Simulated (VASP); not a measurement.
## Quasiparticle energies of KCl (Sylvite) in VASP

How does the gap of KCl (Sylvite) change from the starting functional to GW? The cell is of the rock-salt type, one of the forms listed for this formula. The start is a cell from a database of measured crystal structures.

Program: VASP 6.6.1. Level of theory: PBE; plane waves and PAW (K_sv_GW, Cl_GW), in the first sound run; inputs show where later runs differ. Results are calculated unless marked as measured.

Report form: the programs' logs are mostly left out.

**1. Set-up**

It takes space group Fm-3m (No. 225, cubic). Conventional cell: a = 6.293 Å, b = 6.293 Å, c = 6.293 Å, α = 90.00°, β = 90.00°, γ = 90.00°. Nearest to K lie 6 Cl at 3.15 Å. Nearest to Cl lie 6 K at 3.15 Å. Farther neighbours and most contacts between anions are not listed.

**2. Ground state**

The orbitals come from a self-consistent PBE run with a tight EDIFF and a narrow smearing. KPOINTS_OPT adds the bands along a path, which shows whether the mesh holds the band edges.

INCAR reads:

```
SYSTEM = KCl
PREC = Accurate
ENCUT = 300
EDIFF = 1E-08
NELM = 100
ISMEAR = 0
SIGMA = 0.01
LREAL = .FALSE.
ALGO = Normal
GGA = PE
NBANDS = 14
LORBIT = 11
LWAVE = .TRUE.
LCHARG = .FALSE.
KPAR = 8
```

POSCAR reads:

```
KCl
1.0
    0.0000000000      3.1464700000      3.1464700000
    3.1464700000      0.0000000000      3.1464700000
    3.1464700000      3.1464700000      0.0000000000
K Cl
1 1
Direct
    0.0000000000      0.0000000000      0.0000000000
    0.5000000000      0.5000000000      0.5000000000
```

KPOINTS reads:

```
Automatic mesh
0
Gamma
4 4 4
0 0 0
```

KPOINTS_OPT reads:

```
Line mode
12
Line-mode
Reciprocal
  0.00000000   0.00000000   0.00000000 GAMMA
  0.50000000   0.00000000   0.50000000 X

  0.50000000   0.00000000   0.50000000 X
  0.50000000   0.25000000   0.75000000 W

  0.50000000   0.25000000   0.75000000 W
  0.37500000   0.37500000   0.75000000 K

  0.37500000   0.37500000   0.75000000 K
  0.00000000   0.00000000   0.00000000 GAMMA

  0.00000000   0.00000000   0.00000000 GAMMA
  0.50000000   0.50000000   0.50000000 L

  0.50000000   0.50000000   0.50000000 L
  0.62500000   0.25000000   0.62500000 U

  0.62500000   0.25000000   0.62500000 U
  0.50000000   0.25000000   0.75000000 W

  0.50000000   0.25000000   0.75000000 W
  0.50000000   0.50000000   0.50000000 L

  0.50000000   0.50000000   0.50000000 L
  0.37500000   0.37500000   0.75000000 K

  0.62500000   0.25000000   0.62500000 U
  0.50000000   0.00000000   0.50000000 X
```

Potentials, in the order of the species: K_sv_GW and Cl_GW (PBE family, release 64).

Command:

```
mpirun -np 8 vasp_std
```

Wall time 4 s (8 MPI ranks of Intel Xeon 6975P-C (Granite Rapids), shared host); peak memory 1.2 GiB; 28 s of CPU time.

Numbers from this step:

| Quantity | Value |
| --- | --- |
| free energy (TOTEN) | -9.274 eV |
| Fermi energy | -0.5279 eV |
| pressure | 0.4778 GPa |
| least gap on mesh and path | 5.190 eV |
| least direct gap on mesh and path | 5.190 eV |

The highest empty bands on the path are converged less tightly, to about 0.1 eV. The electronic bands at the labelled points (eV, zero at the valence-band top; v1 is the highest filled band, c1 the lowest empty one):

```tsv
point	v3	v2	v1	c1	c2	c3	c4
Γ	0.00	0.00	0.00	5.19	8.37	8.37	8.37
0.45 of the way	-0.58	-0.11	-0.11	6.45	7.37	9.60	9.61
X	-0.66	-0.22	-0.22	6.53	8.34	10.06	10.19
0.45 of the way	-0.62	-0.34	-0.29	6.88	8.73	9.45	10.36
W	-0.49	-0.47	-0.47	8.03	8.03	9.45	9.85
0.45 of the way	-0.53	-0.53	-0.35	7.52	8.64	9.35	9.98
K	-0.56	-0.55	-0.29	7.28	9.07	9.31	10.07
0.45 of the way	-0.75	-0.27	-0.23	7.11	7.99	9.34	9.95
Γ	0.00	0.00	0.00	5.19	8.37	8.37	8.37
0.55 of the way	-0.66	-0.19	-0.19	6.62	8.17	9.25	9.25
L	-1.05	-0.33	-0.33	7.58	8.60	10.50	10.50
0.55 of the way	-0.86	-0.41	-0.32	7.75	8.46	10.07	10.38
U	-0.56	-0.55	-0.29	7.28	9.07	9.31	10.07
0.45 of the way	-0.54	-0.53	-0.34	7.45	8.75	9.34	10.01
W	-0.49	-0.47	-0.47	8.03	8.03	9.45	9.85
0.55 of the way	-0.87	-0.39	-0.33	7.81	8.38	10.15	10.18
L	-1.05	-0.33	-0.33	7.58	8.60	10.50	10.50
0.45 of the way	-0.91	-0.38	-0.32	7.74	8.47	10.17	10.55
K	-0.56	-0.55	-0.29	7.28	9.07	9.31	10.07
jump to U	-0.56	-0.55	-0.29	7.28	9.07	9.31	10.07
0.45 of the way	-0.63	-0.34	-0.25	6.78	8.65	9.65	10.40
X	-0.66	-0.22	-0.22	6.53	8.34	10.06	10.19
```

Of the projections kept (K, Cl), the largest for each band there; the rest of the weight can lie on other orbitals:

```tsv
point	v3	v2	v1	c1	c2	c3	c4
Γ	Cl 0.99	Cl 0.99	Cl 0.99	K 0.83	K 0.88	K 0.88	K 0.88
X	Cl 0.93	Cl 0.97	Cl 0.97	K 0.86	K 0.89	Cl 0.83	K 0.88
W	Cl 0.93	Cl 0.95	Cl 0.95	K 0.69	K 0.69	K 0.88	K 0.85
K	Cl 0.94	Cl 0.93	Cl 0.96	K 0.75	K 0.54	K 0.85	K 0.88
Γ	Cl 0.99	Cl 0.99	Cl 0.99	K 0.83	K 0.88	K 0.88	K 0.88
L	Cl 0.86	Cl 0.96	Cl 0.96	Cl 0.58	K 0.66	K 0.93	K 0.93
```

The cell has a gap of 5.19 eV on mesh and path.

**3. Empty bands, functional PBE**

ALGO = Exact makes the empty bands from the converged ground state in one step. LOPTICS writes the k-derivatives of the orbitals (WAVEDER), which give the long-wavelength limit of the screening.

INCAR reads:

```
SYSTEM = KCl
PREC = Accurate
ENCUT = 300
ISMEAR = 0
SIGMA = 0.01
LREAL = .FALSE.
GGA = PE
NBANDS = 408
ALGO = Exact
NELM = 1
LWAVE = .TRUE.
LCHARG = .FALSE.
LOPTICS = .TRUE.
NEDOS = 1000
CSHIFT = 0.1
```

POSCAR is that of step 2.

KPOINTS is that of step 2.

Command:

```
mpirun -np 8 vasp_std
```

Wall time 2.2 s (8 MPI ranks); peak memory 1 GiB.

The gap is read on the k-mesh alone, so it is an upper bound where the band edges lie off the mesh.

A gap read on the k-mesh alone can miss the band edges.

Numbers from this step:

| Property | Result |
| --- | --- |
| gap on the k-mesh | 5.190 eV |
| least direct gap on the k-mesh | 5.190 eV |

WAVECAR now holds 408 bands for 16 electrons. Its independent-particle dielectric tensor has xx, yy, zz = 2.6, 2.6, 2.6 on this mesh, which isn't tested for convergence in mesh or bands and lacks local fields.

**4. evGW0**

This step: evGW0 on PBE; plane waves and PAW (K_sv_GW, Cl_GW) (VASP 6.6.1).

The lowest NBANDSGW levels in G are updated for four passes while W stays fixed, so the result depends less on the starting levels.

INCAR reads:

```
SYSTEM = KCl
PREC = Accurate
ENCUT = 300
ISMEAR = 0
SIGMA = 0.01
LREAL = .FALSE.
GGA = PE
NBANDS = 408
ALGO = EVGW0
NELMGW = 4
ENCUTGW = 200
NOMEGA = 64
PRECFOCK = Fast
NBANDSGW = 16
LWAVE = .FALSE.
LCHARG = .FALSE.
```

POSCAR is that of step 3.

KPOINTS is that of step 3.

Command:

```
mpirun -np 8 vasp_std
```

Elapsed: 2.4 min, on 8 MPI ranks; peak memory 3.1 GiB; 19 min of CPU time.

This step gave:

```
quasiparticle gap on the mesh                 : 8.588 eV
smallest direct quasiparticle gap on the mesh : 8.588 eV
gap of the starting orbitals on the mesh      : 5.190 eV
```

QP gap by iteration, by row:

```tsv
iteration	gap (eV)	direct gap (eV)
1	8.071	8.071
2	8.509	8.509
3	8.577	8.577
4	8.588	8.588
```

GW takes the gap from 5.190 to 8.588 eV. The last pass still moved it by +11 meV. The value holds for 408 bands, ENCUTGW = 200 eV and this mesh, and isn't shown to be converged in them.

**5. evGW**

This step: evGW on PBE; plane waves and PAW (K_sv_GW, Cl_GW) (VASP 6.6.1).

The levels are updated in both G and W; wider gaps weaken the screening and open the gap further.

Changes to INCAR since step 4:

```diff
@@ -8,3 +8,3 @@
 NBANDS = 408
-ALGO = EVGW0
+ALGO = EVGW
 NELMGW = 4
```

POSCAR is that of step 4.

KPOINTS is that of step 4.

Command:

```
mpirun -np 8 vasp_std
```

Wall time 2.4 min (8 MPI ranks); peak memory 3.1 GiB; 19 min of CPU time.

This step gave:

| Property | Result |
| --- | --- |
| quasiparticle gap on the mesh | 9.349 eV |
| smallest direct quasiparticle gap on the mesh | 9.349 eV |

QP gap by iteration, by row:

```tsv
iteration	gap (eV)	direct gap (eV)
1	8.071	8.071
2	9.051	9.051
3	9.294	9.294
4	9.349	9.349
```

GW takes the gap from 5.190 to 9.349 eV. That is +761 meV against evGW0 on PBE. The last pass still moved it by +56 meV. The value holds for 408 bands, ENCUTGW = 200 eV and this mesh, and isn't shown to be converged in them.

**6. QPGW0**

This step: QPGW0 on PBE; plane waves and PAW (K_sv_GW, Cl_GW) (VASP 6.6.1).

Here the orbitals are updated too, by diagonalising a Hermitian self-energy in the bands up to NBANDSGW.

Changes to INCAR since step 5:

```diff
@@ -8,3 +8,3 @@
 NBANDS = 408
-ALGO = EVGW
+ALGO = QPGW0
 NELMGW = 4
@@ -13,3 +13,3 @@
 PRECFOCK = Fast
-NBANDSGW = 16
+NBANDSGW = 24
 LWAVE = .FALSE.
```

POSCAR is that of step 5.

KPOINTS is that of step 5.

Command:

```
mpirun -np 8 vasp_std
```

The job ended after 5.2 min (8 MPI ranks; peak memory 4.4 GiB; 41 min of CPU time).

Numbers from this step:

- quasiparticle gap on the mesh: 8.661 eV
- smallest direct quasiparticle gap on the mesh: 8.661 eV

QP gap by iteration, by row:

```tsv
iteration	gap (eV)	direct gap (eV)
1	8.079	8.079
2	8.524	8.524
3	8.627	8.627
4	8.661	8.661
```

GW takes the gap from 5.190 to 8.661 eV. That is +73 meV against evGW0 on PBE. The last pass still moved it by +34 meV. The value holds for 408 bands, ENCUTGW = 200 eV and this mesh, and isn't shown to be converged in them.

**7. Orbitals for another starting point**

This step: PBE; plane waves and PAW (K_sv_GW, Cl_GW) (VASP 6.6.1).

A hybrid converges faster from good orbitals, so a cheap PBE run writes WAVECAR first.

INCAR reads:

```
SYSTEM = KCl
PREC = Accurate
ENCUT = 300
EDIFF = 1E-05
NELM = 100
ISMEAR = 0
SIGMA = 0.01
LREAL = .FALSE.
ALGO = Normal
GGA = PE
NBANDS = 14
LORBIT = 11
LWAVE = .TRUE.
LCHARG = .FALSE.
KPAR = 8
```

POSCAR is that of step 6.

KPOINTS is that of step 6.

Command:

```
mpirun -np 8 vasp_std
```

Wall time 1.4 s (8 MPI ranks); peak memory 1.1 GiB.

This step gave:

```yaml
fermi_energy: -0.5517 eV
pressure: 0.3911 GPa
gap_on_the_k_mesh: 5.187 eV
least_direct_gap_on_the_k_mesh: 5.187 eV
```

The run ends at a pressure of 0.39 GPa.

**8. Another starting point**

This step: HSE06; plane waves and PAW (K_sv_GW, Cl_GW) (VASP 6.6.1).

To see how much the result owes to its start, the ground state is made again with HSE06. EDIFF is tight for accurate orbitals, and a narrow smearing avoids fractional occupations.

INCAR reads:

```
SYSTEM = KCl
PREC = Accurate
ENCUT = 300
EDIFF = 1E-08
NELM = 100
ISMEAR = 0
SIGMA = 0.01
LREAL = .FALSE.
ALGO = Normal
LHFCALC = .TRUE.
AEXX = 0.25
GGA = PE
HFSCREEN = 0.2
LASPH = .TRUE.
NBANDS = 14
PRECFOCK = Fast
LORBIT = 11
LWAVE = .TRUE.
LCHARG = .FALSE.
KPAR = 8
```

POSCAR is that of step 7.

KPOINTS is that of step 7.

The run starts from files that an earlier step left in the folder.

Command:

```
mpirun -np 8 vasp_std
```

Elapsed: 10 s, on 8 MPI ranks; peak memory 1.8 GiB.

The k-mesh is coarse for exact exchange; levels may shift by about 0.1 eV on a finer one. The PAW data sets were made with PBE, which is usual practice but a small mismatch for other functionals.

This step gave:

* free energy (TOTEN): -10.36 eV
* Fermi energy: -1.522 eV
* gap on the k-mesh: 6.524 eV
* least direct gap on the k-mesh: 6.524 eV

**9. Empty bands, functional HSE06**

The next step needs empty bands that the ground-state run didn't converge, so the Hamiltonian is diagonalised exactly for NBANDS bands, in a single step. LOPTICS writes the k-derivatives of the orbitals (WAVEDER), which give the long-wavelength limit of the screening.

INCAR reads:

```
SYSTEM = KCl
PREC = Accurate
ENCUT = 300
ISMEAR = 0
SIGMA = 0.01
LREAL = .FALSE.
LHFCALC = .TRUE.
AEXX = 0.25
GGA = PE
HFSCREEN = 0.2
LASPH = .TRUE.
NBANDS = 408
PRECFOCK = Fast
ALGO = Exact
NELM = 1
LWAVE = .TRUE.
LCHARG = .FALSE.
LOPTICS = .TRUE.
NEDOS = 1000
CSHIFT = 0.1
```

POSCAR is that of step 8.

KPOINTS is that of step 8.

The WAVECAR or CHGCAR of an earlier step is read.

Command:

```
mpirun -np 8 vasp_std
```

Run time: 25 s. Hardware: 8 MPI ranks; peak memory 1.9 GiB.

**10. G0W0**

This step: G0W0 on HSE06; plane waves and PAW (K_sv_GW, Cl_GW) (VASP 6.6.1).

One pass of GW corrects the levels to first order, with G and W from the starting orbitals.

INCAR reads:

```
SYSTEM = KCl
PREC = Accurate
ENCUT = 300
ISMEAR = 0
SIGMA = 0.01
LREAL = .FALSE.
LHFCALC = .TRUE.
AEXX = 0.25
GGA = PE
HFSCREEN = 0.2
LASPH = .TRUE.
NBANDS = 408
PRECFOCK = Fast
ALGO = EVGW0
NELMGW = 1
ENCUTGW = 200
NOMEGA = 64
NBANDSGW = 16
LWAVE = .FALSE.
LCHARG = .FALSE.
```

POSCAR is that of step 9.

KPOINTS is that of step 9.

The run starts from files that an earlier step left in the folder.

Command:

```
mpirun -np 8 vasp_std
```

Elapsed: 39 s, on 8 MPI ranks; peak memory 3.8 GiB; 5 min of CPU time.

This step gave:

```yaml
quasiparticle_gap_on_the_mesh: 8.656 eV
smallest_direct_quasiparticle_gap_on_the_mesh: 8.656 eV
gap_of_the_starting_orbitals_on_the_mesh: 6.524 eV
```

GW takes the gap from 6.524 to 8.656 eV. That is +585 meV against the one-shot pass on PBE. The value holds for 408 bands, ENCUTGW = 200 eV and this mesh, and isn't shown to be converged in them.

**11. Summary**

This step: GW series: evGW0 on PBE, evGW on PBE, QPGW0 on PBE, G0W0 on HSE06; plane waves and PAW (VASP 6.6.1).

Derived from the runs above.

Cost is wall time times ranks on a shared host, with the step that makes the empty bands. GW runs:

```tsv
level	bands	ENCUTGW (eV)	NOMEGA	k mesh	starting gap (eV)	quasiparticle gap (eV)	direct gap (eV)	cost (core minutes)
evGW0 on PBE	408	200	64	4x4x4	5.19	8.588	8.588	19.49
evGW on PBE	408	200	64	4x4x4	5.19	9.349	9.349	19.36
QPGW0 on PBE	408	200	64	4x4x4	5.19	8.661	8.661	41.49
G0W0 on HSE06	408	200	64	4x4x4	6.524	8.656	8.656	8.53
```

**12. What came out**

```json
{
 "evGW0 on PBE, 408 bands, ENCUTGW 200 eV, NOMEGA 64, mesh 4×4×4": "5.190 → 8.588 eV",
 "evGW on PBE, 408 bands, ENCUTGW 200 eV, NOMEGA 64, mesh 4×4×4": "5.190 → 9.349 eV",
 "QPGW0 on PBE, 408 bands, ENCUTGW 200 eV, NOMEGA 64, mesh 4×4×4": "5.190 → 8.661 eV",
 "G0W0 on HSE06, 408 bands, ENCUTGW 200 eV, NOMEGA 64, mesh 4×4×4": "6.524 → 8.656 eV"
}
```

In words: evGW0 gives a quasiparticle gap of 8.588 eV on the mesh, 3.40 eV over the PBE gap on the same mesh. On mesh and path the starting valence top lies at Γ and the conduction bottom at Γ, so the starting gap is direct. Both points lie on the GW mesh. Over the final values of the levels run here the gap spans 8.59 to 9.35 eV. In evGW0 the first pass, which is the one-shot result, gives 8.071 eV and pass 4 gives 8.588 eV; the last pass changed the gap by +11 meV, so more passes would move it further. In evGW the first pass, which is the one-shot result, gives 8.071 eV and pass 4 gives 9.349 eV; the last pass changed the gap by +56 meV, so more passes would move it further. In QPGW0 the first pass gives 8.079 eV and pass 4 gives 8.661 eV; the last pass changed the gap by +34 meV, so more passes would move it further. One-shot gaps: 8.071 eV from PBE and 8.656 eV from HSE06. The starting gaps span 1.33 eV and the one-shot gaps 0.59 eV. Bands, response cutoff and mesh weren't tested for convergence. Not tabulated here, as repeats of values shown or as unfit to read for their mesh, reference level or band range: eps2 curves (empty bands); eps1 curves and static values (empty bands); gaps (empty bands).

[Lines on the potential files, build, host, timing and source positions are cut from VASP's logs without a mark.]

[Logs are printed without paths, hosts, clocks, repeated set-up lines and the standing remarks that a program may print on its own settings, such as how far it seeks lower states.]

[Hosts, paths, dates, database ids (printed as entryN), source tags and the programs' standing remarks are cut or masked in the printed files.]

[Pressures printed for these runs are not shown converged in the cutoff: they can be off by several GPa and have the wrong sign.]
